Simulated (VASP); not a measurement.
These are PBE GGA, VASP's PBE PAW potentials (set 64) (plane waves; VASP) values and carry that method's errors.

VASP ran on this input.

INCAR:
```
! general
SYSTEM = Al2O3
PREC   = Accurate
ENCUT  = 480
LREAL  = .FALSE.
LASPH  = .TRUE.

! electronic loop
EDIFF  = 1E-6
NELM   = 100
ALGO   = Normal

! smearing
ISMEAR = 0
SIGMA  = 0.05

! functional
GGA    = PE

! ions
IBRION = 2
NSW    = 60
ISIF   = 3
EDIFFG = -0.02

! output
LWAVE  = .FALSE.
LCHARG = .FALSE.
```

KPOINTS:
```
Automatic mesh
0
Gamma
5 5 5
0 0 0
```

### POSCAR
```
Al2O3
1
    4.5827344534    -2.4024320720    -0.0009147471
    4.5827344534     2.4024320720    -0.0009147471
    3.3240861608    -0.0000000000     3.9652977033
Al O
4 6
Direct
  0.8520198874   0.8520198874   0.8520198874
  0.3520198874   0.3520198874   0.3520198874
  0.1479801126   0.1479801126   0.1479801126
  0.6479801126   0.6479801126   0.6479801126
  0.4436993630   0.0563006370   0.7500000000
  0.0563006370   0.7500000000   0.4436993630
  0.5563006370   0.9436993630   0.2500000000
  0.2500000000   0.5563006370   0.9436993630
  0.9436993630   0.2500000000   0.5563006370
  0.7500000000   0.4436993630   0.0563006370
```

POTCAR, in this order: Al O (PBE.64 set). Program: vasp_std.

The run wrote:

**OSZICAR**
```
       N       E                     dE             d eps       ncg     rms          rms(c)
DAV:   1     0.241697266572E+03    0.24170E+03   -0.24760E+04  1140   0.143E+03
DAV:   2    -0.694578651342E+02   -0.31116E+03   -0.30196E+03  1486   0.303E+02
DAV:   3    -0.826746558021E+02   -0.13217E+02   -0.13181E+02  1368   0.703E+01
DAV:   4    -0.827872955548E+02   -0.11264E+00   -0.11250E+00  1368   0.736E+00
DAV:   5    -0.827888532923E+02   -0.15577E-02   -0.15575E-02  1332   0.866E-01    0.174E+01
DAV:   6    -0.747657969417E+02    0.80231E+01   -0.35623E+01  1314   0.329E+01    0.595E+00
DAV:   7    -0.747940087904E+02   -0.28212E-01   -0.64222E-01  1338   0.463E+00    0.320E+00
DAV:   8    -0.748115476876E+02   -0.17539E-01   -0.66854E-02  1332   0.225E+00    0.685E-01
DAV:   9    -0.748171785331E+02   -0.56308E-02   -0.13568E-02  1332   0.776E-01    0.303E-01
DAV:  10    -0.748178224051E+02   -0.64387E-03   -0.96756E-04  1362   0.206E-01    0.650E-02
DAV:  11    -0.748177688235E+02    0.53582E-04   -0.50106E-04  1362   0.130E-01    0.232E-02
DAV:  12    -0.748177693442E+02   -0.52068E-06   -0.35056E-05  1356   0.372E-02    0.482E-03
DAV:  13    -0.748177691138E+02    0.23031E-06   -0.34219E-06  1292   0.109E-02
   1 F= -.74817769E+02 E0= -.74817769E+02  d E =-.748178E+02
       N       E                     dE             d eps       ncg     rms          rms(c)
DAV:   1    -0.748190426735E+02   -0.12733E-02   -0.34087E-02  1314   0.133E+00    0.245E-01
DAV:   2    -0.748179832075E+02    0.10595E-02   -0.40709E-03  1338   0.384E-01    0.514E-02
DAV:   3    -0.748179539313E+02    0.29276E-04   -0.11401E-04  1340   0.632E-02    0.224E-02
DAV:   4    -0.748179420055E+02    0.11926E-04   -0.21916E-05  1326   0.325E-02    0.579E-03
DAV:   5    -0.748179411314E+02    0.87406E-06   -0.39054E-06  1324   0.116E-02
   2 F= -.74817941E+02 E0= -.74817941E+02  d E =-.172018E-03
```

OUTCAR:
```
------------------------ aborting loop because EDIFF is reached ----------------------------------------
  FORCE on cell =-STRESS in cart. coord.  units (eV):
  Direction    XX          YY          ZZ          XY          YZ          ZX
  --------------------------------------------------------------------------------------
  Total       -0.1494802     -0.0935460     -0.0991789      0.0000000      0.0000000     -0.0177503
  in kB       -2.7371685     -1.7129437     -1.8160894      0.0000000      0.0000000     -0.3250303
  external PRESSURE =      -2.0887339 kB  Pullay stress =       0.0000000 kB
  volume of cell :       87.50
      direct lattice vectors                 reciprocal lattice vectors
     4.587923783 -2.403298766  0.000207070     0.108985885 -0.208047375 -0.091433526
     4.587923783  2.403298766  0.000207070     0.108985885  0.208047375 -0.091433526
     3.328821424  0.000000000  3.967850360    -0.000011375 -0.000000000  0.252035177
 POSITION                                       TOTAL-FORCE (eV/Angst)
 -----------------------------------------------------------------------------------
     10.65572      0.00000      3.38151         0.003469     -0.000000      0.001101
      4.40339      0.00000      1.39738         0.003469     -0.000000      0.001101
      1.84895      0.00000      0.58675        -0.003469     -0.000000     -0.001101
      8.10128      0.00000      2.57088        -0.003469     -0.000000     -0.001101
      4.79058     -0.93147      2.97599        -0.000000     -0.003002     -0.000000
      5.17613      1.66738      1.76106        -0.000786      0.001501      0.002478
      7.71409      0.93147      0.99227        -0.000000      0.003002     -0.000000
      6.84054      0.73592      3.74498        -0.000786     -0.001501      0.002478
      7.32854     -1.66738      2.20721         0.000786     -0.001501     -0.002478
      5.66413     -0.73592      0.22328         0.000786      0.001501     -0.002478
 -----------------------------------------------------------------------------------
    total drift:                               -0.000000     -0.000000     -0.000000
  FREE ENERGIE OF THE ION-ELECTRON SYSTEM (eV)
  ---------------------------------------------------
  free  energy   TOTEN  =       -74.8179411314 eV

  energy  without entropy=      -74.8179411314  energy(sigma->0) =      -74.81794113

 reached required accuracy - stopping structural energy minimisation
```
(Selected blocks of OUTCAR.)

### CONTCAR
```
Al2O3
   1.00000000000000
     4.5879237827089661   -2.4032987664911323    0.0002070703689883
     4.5879237827089661    2.4032987664911323    0.0002070703689883
     3.3288214238245080    0.0000000000000000    3.9678503599344026
  Al              O
     4     6
Direct
     0.8521394609169332    0.8521394609169332    0.8521394609169332
     0.3521394609169332    0.3521394609169332    0.3521394609169332
     0.1478605390830668    0.1478605390830668    0.1478605390830668
     0.6478605390830668    0.6478605390830668    0.6478605390830668
     0.4437893983688631    0.0562106016311369    0.7500000000000000
     0.0562106016311369    0.7500000000000000    0.4437893983688631
     0.5562106016311369    0.9437893983688631    0.2500000000000000
     0.2500000000000000    0.5562106016311369    0.9437893983688631
     0.9437893983688631    0.2500000000000000    0.5562106016311369
     0.7500000000000000    0.4437893983688631    0.0562106016311369
```

The compound is Al2O3 in the corundum structure. This run relaxes it. Symmetry was kept, so distortions that lower it aren't found. The start is the result of an earlier pass.
